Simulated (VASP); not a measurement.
Output of a VASP run:

### OSZICAR
```
       N       E                     dE             d eps       ncg     rms          rms(c)
DAV:   1     0.312705844504E+03    0.31271E+03   -0.18859E+04  2024   0.179E+03
DAV:   2    -0.286484962175E+02   -0.34135E+03   -0.33404E+03  2152   0.500E+02
DAV:   3    -0.436331972336E+02   -0.14985E+02   -0.14196E+02  2529   0.930E+01
DAV:   4    -0.439407679206E+02   -0.30757E+00   -0.30592E+00  2431   0.127E+01
DAV:   5    -0.439457900624E+02   -0.50221E-02   -0.50095E-02  2401   0.160E+00    0.377E+01
DAV:   6    -0.391615849727E+02    0.47842E+01   -0.27413E+01  2376   0.322E+01    0.928E+00
DAV:   7    -0.391185139320E+02    0.43071E-01   -0.85926E-01  2443   0.538E+00    0.436E+00
DAV:   8    -0.390862854144E+02    0.32229E-01   -0.59102E-02  2320   0.154E+00    0.530E-01
DAV:   9    -0.390842096425E+02    0.20758E-02   -0.18699E-02  2478   0.791E-01    0.247E-01
DAV:  10    -0.390838568902E+02    0.35275E-03   -0.18468E-03  2418   0.334E-01    0.417E-02
DAV:  11    -0.390838658251E+02   -0.89349E-05   -0.73800E-05  2948   0.665E-02    0.980E-03
DAV:  12    -0.390838640149E+02    0.18102E-05   -0.35280E-06  1930   0.192E-02    0.123E-03
DAV:  13    -0.390838642374E+02   -0.22243E-06   -0.21926E-07  1568   0.441E-03
   1 F= -.39083864E+02 E0= -.39083195E+02  d E =-.390839E+02
       N       E                     dE             d eps       ncg     rms          rms(c)
DAV:   1    -0.390860021707E+02   -0.21382E-02   -0.59094E-02  2079   0.281E+00    0.573E-01
DAV:   2    -0.390841439006E+02    0.18583E-02   -0.56393E-03  2149   0.711E-01    0.117E-01
DAV:   3    -0.390838600541E+02    0.28385E-03   -0.58735E-04  2430   0.216E-01    0.632E-02
DAV:   4    -0.390838351180E+02    0.24936E-04   -0.82475E-05  2281   0.724E-02    0.366E-02
DAV:   5    -0.390838384315E+02   -0.33135E-05   -0.18070E-05  2412   0.372E-02    0.102E-02
DAV:   6    -0.390838381171E+02    0.31440E-06   -0.39201E-06  1907   0.161E-02
   2 F= -.39083838E+02 E0= -.39083224E+02  d E =0.261203E-04
       N       E                     dE             d eps       ncg     rms          rms(c)
DAV:   1    -0.390845891693E+02   -0.75074E-03   -0.18058E-02  2084   0.156E+00    0.316E-01
DAV:   2    -0.390840282751E+02    0.56089E-03   -0.17180E-03  2084   0.392E-01    0.650E-02
DAV:   3    -0.390839382060E+02    0.90069E-04   -0.18045E-04  2370   0.120E-01    0.345E-02
DAV:   4    -0.390839265958E+02    0.11610E-04   -0.24748E-05  2271   0.397E-02    0.200E-02
DAV:   5    -0.390839243448E+02    0.22510E-05   -0.52864E-06  1968   0.204E-02    0.568E-03
DAV:   6    -0.390839241198E+02    0.22500E-06   -0.10908E-06  1343   0.101E-02
   3 F= -.39083924E+02 E0= -.39083280E+02  d E =-.598825E-04
       N       E                     dE             d eps       ncg     rms          rms(c)
DAV:   1    -0.390843576200E+02   -0.43328E-03   -0.11011E-02  2036   0.102E+00    0.105E-01
DAV:   2    -0.390840192795E+02    0.33834E-03   -0.73373E-04  2190   0.217E-01    0.452E-02
DAV:   3    -0.390839584320E+02    0.60848E-04   -0.95905E-05  2433   0.733E-02    0.156E-02
DAV:   4    -0.390839524559E+02    0.59761E-05   -0.19492E-05  2471   0.313E-02    0.563E-03
DAV:   5    -0.390839524732E+02   -0.17379E-07   -0.17694E-06  1660   0.107E-02
   4 F= -.39083952E+02 E0= -.39083340E+02  d E =-.283534E-04
```

File OUTCAR:
```
------------------------ aborting loop because EDIFF is reached ----------------------------------------
  FORCE on cell =-STRESS in cart. coord.  units (eV):
  Direction    XX          YY          ZZ          XY          YZ          ZX
  --------------------------------------------------------------------------------------
  Total        0.0026313      0.0026313     -0.0197224      0.0000000     -0.0000000     -0.0000000
  in kB        0.0907759      0.0907759     -0.6803938      0.0000000     -0.0000000     -0.0000000
  external PRESSURE =      -0.1662807 kB  Pullay stress =       0.0000000 kB
  volume of cell :       46.44
      direct lattice vectors                 reciprocal lattice vectors
     2.963325355 -0.000000000  0.000000000     0.337458726  0.194831877  0.000000000
    -1.481662678  2.566315158 -0.000000000     0.000000000  0.389663755  0.000000000
    -0.000000000 -0.000000000  6.106911278    -0.000000000  0.000000000  0.163748899
 POSITION                                       TOTAL-FORCE (eV/Angst)
 -----------------------------------------------------------------------------------
      0.00000      0.00000      0.00000         0.000000      0.000000     -0.000000
     -0.00000     -0.00000      3.05346         0.000000     -0.000000     -0.000000
     -0.00000      1.71088      1.52673         0.000000      0.000000     -0.000000
      1.48166      0.85544      4.58018        -0.000000      0.000000      0.000000
 -----------------------------------------------------------------------------------
    total drift:                                0.000000     -0.000000     -0.000000
  FREE ENERGIE OF THE ION-ELECTRON SYSTEM (eV)
  ---------------------------------------------------
  free  energy   TOTEN  =       -39.0839524732 eV

  energy  without entropy=      -39.0821136231  energy(sigma->0) =      -39.08333952

 reached required accuracy - stopping structural energy minimisation
```
(Selected blocks of OUTCAR.)

### POSCAR
```
WB
1
    2.9660558473     0.0000000000     0.0000000000
   -1.4830279236     2.5686798334     0.0000000000
    0.0000000000    -0.0000000000     6.1015533573
W B
2 2
Direct
  0.0000000000   0.0000000000   0.0000000000
  0.0000000000   0.0000000000   0.5000000000
  0.3333330000   0.6666670000   0.2500000000
  0.6666670000   0.3333330000   0.7500000000
```

Problem. Reconstruct the remaining input files.

Solution. Several could match; the one computed here: the input of the run itself, PBE GGA, plane waves, VASP's PBE PAW potentials (set 64).

INCAR:
```
ALGO=Normal
EDIFF=1E-6
EDIFFG=-0.02
ENCUT=520
GGA=PE
IBRION=2
ISIF=3
ISMEAR=1
LASPH=T
LCHARG=F
LMAXMIX=6
LREAL=F
LWAVE=F
NELM=100
NSW=60
PREC=Accurate
SIGMA=0.1
SYSTEM=WB
```

### KPOINTS
```
kpoints
0
Gamma
  11 11 5
0 0 0
```

POTCAR, in this order: W_sv B (PBE.64 set). Program: vasp_std.

The structure was generated: WB was put into the NiAs type type (P6_3/mmc), which need not be its known phase. This run relaxes it. Symmetry was kept, so distortions that lower it aren't found. The start is the result of an earlier pass.
